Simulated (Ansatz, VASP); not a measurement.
# Al32H (interstitial H in fcc Al, hop from a tetrahedral to the next octahedral site): VASP beside Ansatz, part 2 of 2

One calculation is typed for both programs; each brings its own data sets. How far apart do they land? Of the first pair: The structure shown is the start of the Ansatz relaxation below; VASP solves that cell, so the two are compared at the walk's first step.

VASP 6.6.1 and Ansatz 0.2.0.

So far. Step 3 (VASP: single point, PBE, start cell, pair 1): The run ends at a pressure of 1.06 GPa, with forces up to 1.3 eV/Å.

## 5. Ansatz: relaxation, PBE

Level of this step: Ansatz beside VASP: Kohn-Sham DFT, plane waves, PBE (Ansatz).

This run makes the geometry at which the two programs are then compared.

The structure compared here is the end of the Ansatz relaxation.

Contents of input.yaml:

```yaml
relax:
  f_tol: 0.02
  max_steps: 80
  escape_saddle: false
crystal:
  lattice:
    - [8.0800268, 0.0, 0.0]
    - [0.0, 8.0800268, 0.0]
    - [0.0, 0.0, 8.0800268]
  atoms:
    - { symbol: Al, position: [0.0, 0.0, 0.0] }
    - { symbol: Al, position: [0.0, 0.25, 0.25] }
    - { symbol: Al, position: [0.25, 0.0, 0.25] }
    - { symbol: Al, position: [0.25, 0.25, 0.0] }
    - { symbol: Al, position: [0.0, 0.0, 0.5] }
    - { symbol: Al, position: [0.0, 0.25, 0.75] }
    - { symbol: Al, position: [0.25, 0.0, 0.75] }
    - { symbol: Al, position: [0.25, 0.25, 0.5] }
    - { symbol: Al, position: [0.0, 0.5, 0.0] }
    - { symbol: Al, position: [0.0, 0.75, 0.25] }
    - { symbol: Al, position: [0.25, 0.5, 0.25] }
    - { symbol: Al, position: [0.25, 0.75, 0.0] }
    - { symbol: Al, position: [0.0, 0.5, 0.5] }
    - { symbol: Al, position: [0.0, 0.75, 0.75] }
    - { symbol: Al, position: [0.25, 0.5, 0.75] }
    - { symbol: Al, position: [0.25, 0.75, 0.5] }
    - { symbol: Al, position: [0.5, 0.0, 0.0] }
    - { symbol: Al, position: [0.5, 0.25, 0.25] }
    - { symbol: Al, position: [0.75, 0.0, 0.25] }
    - { symbol: Al, position: [0.75, 0.25, 0.0] }
    - { symbol: Al, position: [0.5, 0.0, 0.5] }
    - { symbol: Al, position: [0.5, 0.25, 0.75] }
    - { symbol: Al, position: [0.75, 0.0, 0.75] }
    - { symbol: Al, position: [0.75, 0.25, 0.5] }
    - { symbol: Al, position: [0.5, 0.5, 0.0] }
    - { symbol: Al, position: [0.5, 0.75, 0.25] }
    - { symbol: Al, position: [0.75, 0.5, 0.25] }
    - { symbol: Al, position: [0.75, 0.75, 0.0] }
    - { symbol: Al, position: [0.5, 0.5, 0.5] }
    - { symbol: Al, position: [0.5, 0.75, 0.75] }
    - { symbol: Al, position: [0.75, 0.5, 0.75] }
    - { symbol: Al, position: [0.75, 0.75, 0.5] }
    - { symbol: H, position: [0.375, 0.375, 0.375] }
basis:
  ecutwfc: 420
  xc_grid: 2
hamiltonian:
  xc: pbe
kpoints:
  mp_grid: { grid: [3, 3, 3] }
scf:
  occupations: { method: fermi_dirac, width: 0.05 }
  max_iter: 120
output:
  forces: true
checkpoint:
  write: "../start.run"
  compress: false
  write_wavefunctions: true
  write_every: 100000
```

Command:

```console
> ansatz run input.yaml --threads 4 --pin off --max-ram 7536MiB --backend cpu --events-out ev --progress --plain --runs-dir out
```

Numbers of over 12 decimals in the logs are rounded to 6 here.

The program printed:

```text
[...]
Crystal: 33 atoms, lattice volume = 527.519 Å³
Basis set: ecut = 420 eV, 10395 PW (Γ), exchange–correlation on 120×120×120 points (8 copies of the dense FFT grid, shifted against one another)
Bands: 82, of which v1, the nominal top of the filled ones, is band 49 counted from 1 (48 counted from 0)
Symmetry: 24 space group operations
[...]
k-points: 4 of 27 (time reversal used)
[...]
- { symbol: Al, position: [-0.00232636, 0.249460, 0.752326] }
    - { symbol: Al, position: [0.249460, -0.00232636, 0.752326] }
    - { symbol: Al, position: [0.240869, 0.240869, 0.509131] }
[...]
- { symbol: Al, position: [0.509131, 0.509131, 0.509131] }
    - { symbol: Al, position: [0.500540, 0.752326, 0.752326] }
    - { symbol: Al, position: [0.752326, 0.500540, 0.752326] }
    - { symbol: Al, position: [0.752326, 0.752326, 0.500540] }
    - { symbol: H, position: [0.375, 0.375, 0.375] }
[key lines of the parts left out:]
SCF converged after 3 iterations
Free energy (F): -17216.055399 eV
Fermi energy:    7.854315 eV
```

## 6. VASP: single point, PBE, relaxed cell, pair 2

The same cell, functional, mesh and smearing now go to VASP, with its own data sets.

Contents of INCAR:

```
SYSTEM = Al32H
PREC = Accurate
ENCUT = 400
EDIFF = 1E-06
NELM = 120
ISMEAR = -1
SIGMA = 0.05
LREAL = Auto
ALGO = Normal
GGA = PE
NBANDS = 72
LORBIT = 11
LWAVE = .FALSE.
LCHARG = .FALSE.
ISIF = 2
LASPH = .TRUE.
GGA_COMPAT = .FALSE.
KPAR = 4
```

Contents of POSCAR:

```
Al32H
1.0
    8.0800268000      0.0000000000      0.0000000000
    0.0000000000      8.0800268000      0.0000000000
    0.0000000000      0.0000000000      8.0800268000
Al H
32 1
Direct
    0.0001053205      0.0001053205      0.0001053205
    0.0009044824      0.2506244770      0.2506244770
    0.2506244770      0.0009044824      0.2506244770
    0.2506244770      0.2506244770      0.0009044824
    0.9976736399      0.9976736399      0.5005403304
    0.9976736399      0.2494596696      0.7523263601
    0.2494596696      0.9976736399      0.7523263601
    0.2408686881      0.2408686881      0.5091313119
    0.9976736399      0.5005403304      0.9976736399
    0.9976736399      0.7523263601      0.2494596696
    0.2408686881      0.5091313119      0.2408686881
    0.2494596696      0.7523263601      0.9976736399
    0.0009044824      0.4993755230      0.4993755230
    0.0001053205      0.7498946795      0.7498946795
    0.2506244770      0.4993755230      0.7490955176
    0.2506244770      0.7490955176      0.4993755230
    0.5005403304      0.9976736399      0.9976736399
    0.5091313119      0.2408686881      0.2408686881
    0.7523263601      0.9976736399      0.2494596696
    0.7523263601      0.2494596696      0.9976736399
    0.4993755230      0.0009044824      0.4993755230
    0.4993755230      0.2506244770      0.7490955176
    0.7498946795      0.0001053205      0.7498946795
    0.7490955176      0.2506244770      0.4993755230
    0.4993755230      0.4993755230      0.0009044824
    0.4993755230      0.7490955176      0.2506244770
    0.7490955176      0.4993755230      0.2506244770
    0.7498946795      0.7498946795      0.0001053205
    0.5091313119      0.5091313119      0.5091313119
    0.5005403304      0.7523263601      0.7523263601
    0.7523263601      0.5005403304      0.7523263601
    0.7523263601      0.7523263601      0.5005403304
    0.3750000000      0.3750000000      0.3750000000
```

Contents of KPOINTS:

```
Automatic mesh
0
Gamma
3 3 3
0 0 0
```

PAW data sets: Al and H (PBE family, release 64).

Command:

```console
> mpirun -np 4 vasp_std
```

The program printed:

```text
[... set-up lines as in an earlier step ...]
 entering main loop
       N       E                     dE             d eps       ncg     rms          rms(c)
DAV:   1     0.963743456416E+02    0.96374E+02   -0.28560E+04   576   0.871E+02
DAV:   2    -0.112589749473E+03   -0.20896E+03   -0.19470E+03   680   0.128E+02
DAV:   3    -0.124063849139E+03   -0.11474E+02   -0.11052E+02   728   0.251E+01
DAV:   4    -0.124263723629E+03   -0.19987E+00   -0.19872E+00   640   0.354E+00
[...]
DAV:  13    -0.123357063360E+03   -0.13626E-04   -0.13762E-04   624   0.197E-02    0.992E-03
DAV:  14    -0.123357061266E+03    0.20937E-05   -0.52283E-06   688   0.678E-03    0.445E-03
DAV:  15    -0.123357061077E+03    0.18933E-06   -0.47268E-06   512   0.375E-03
   1 F= -.12335706E+03 E0= -.12332313E+03  d E =-.678652E-01
```

Parts of OUTCAR (step 6):

```text
  Total        3.2441662      3.2441662      3.2441662     -0.0000000      0.0000000      0.0000000
  in kB        9.8531540      9.8531540      9.8531540     -0.0000000      0.0000000      0.0000000
  external PRESSURE =       9.8531540 kB  Pullay stress =       0.0000000 kB

 POSITION                                       TOTAL-FORCE (eV/Angst)
 -----------------------------------------------------------------------------------
      0.00085      0.00085      0.00085        -0.003736     -0.003736     -0.003736
      0.00731      2.02505      2.02505        -0.001992     -0.004024     -0.004024
      2.02505      0.00731      2.02505        -0.004024     -0.001992     -0.004024
      2.02505      2.02505      0.00731        -0.004024     -0.004024     -0.001992
      8.06123      8.06123      4.04438         0.002088      0.002088      0.007334
      8.06123      2.01564      6.07882         0.002088     -0.007334     -0.002088
      2.01564      8.06123      6.07882        -0.007334      0.002088     -0.002088
      1.94623      1.94623      4.11379         0.003345      0.003345     -0.003345
      8.06123      4.04438      8.06123         0.002088      0.007334      0.002088
      8.06123      6.07882      2.01564         0.002088     -0.002088     -0.007334
      1.94623      4.11379      1.94623         0.003345     -0.003345      0.003345
      2.01564      6.07882      8.06123        -0.007334     -0.002088      0.002088
      0.00731      4.03497      4.03497        -0.001992      0.004024      0.004024
      0.00085      6.05917      6.05917        -0.003736      0.003736      0.003736
[...]
-----------------------------------------------------------------------------------
    total drift:                               -0.000000     -0.000000      0.000000

  FREE ENERGIE OF THE ION-ELECTRON SYSTEM (eV)
  ---------------------------------------------------
  free  energy   TOTEN  =      -123.3570610766 eV

  energy  without entropy=     -123.2891958302  energy(sigma->0) =     -123.32312845

[... 1 part as in an earlier step ...]

[... 2 further parts left out ...]
[key lines of the parts left out:]
E-fermi :   7.9079
```

The run ends at a pressure of 0.99 GPa, with forces up to 0.0079 eV/Å.

## 7. Comparison

The forces differ by 0.39 meV/Å r.m.s.; no other quantity is compared for this pair.

## 8. Outcome

* r.m.s. force difference (single point, PBE, start cell, pair 1): 0.058 % of the r.m.s. force
* r.m.s. force difference (single point, PBE, relaxed cell, pair 2): 0.39 meV/Å

**Reading.** The r.m.s. force difference is 0.39 meV/Å (single point, PBE, relaxed cell, pair 2), within the 12 meV/Å picked in this series as the mark of a large difference. How closely two codes agree says nothing of how well the functional describes the real material.

[Lines on the potential files, build, host, timing and source positions are cut from VASP's logs without a mark.]

[Logs are printed without paths, hosts, clocks, repeated set-up lines and the standing remarks that a program may print on its own settings, such as how far it seeks lower states.]

[Hosts, paths, dates, database ids (printed as entryN), source tags and the programs' standing remarks are cut or masked in the printed files.]
